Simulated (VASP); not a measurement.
Band gaps of ZnCdSe2 (space group P-4m2) from VASP (PAW), without and with spin-orbit coupling. Semilocal levels are at their own relaxed cell, hybrids and mBJ at PBE's; 0.00 means no gap at that level.

The cell of the PBEsol run:

```cif
data_CdSe2Zn
_chemical_formula_sum 'Zn1 Cd1 Se2'
_space_group_name_H-M_alt 'P 1'
_space_group_IT_number 1
_cell_length_a 4.12189
_cell_length_b 4.12189
_cell_length_c 5.90574
_cell_angle_alpha 90.000
_cell_angle_beta 90.000
_cell_angle_gamma 90.000
loop_
_space_group_symop_operation_xyz
  'x, y, z'
loop_
_atom_site_label
_atom_site_type_symbol
_atom_site_fract_x
_atom_site_fract_y
_atom_site_fract_z
_atom_site_occupancy
Zn1 Zn 0.50000 0.50000 0.50000 1
Cd1 Cd 0.00000 0.00000 0.00000 1
Se1 Se 0.00000 0.50000 0.72628 1
Se2 Se 0.50000 0.00000 0.27372 1
```

| level | gap without SOC (eV) | gap with SOC (eV) | shift (eV) |
|---|---|---|---|
| PBEsol | 0.73 | (withheld) | (withheld) |

Q: Complete the blanks.

A: 
- PBEsol, gap with SOC (eV): 0.61
- PBEsol, shift (eV): -0.12

Only levels that ran to the end are used. Left out are those held back, those with too coarse a band path, GW runs whose mesh misses a band edge, hybrids' fits of cells that aren't cubic and levels without matching references; a question may draw on a part of the rest.

The structure comes from a computed database's ZnCdSe2 entry (P-4m2); how it stands against other phases isn't given here. It was relaxed first. Symmetry was kept, so distortions that lower it aren't found.
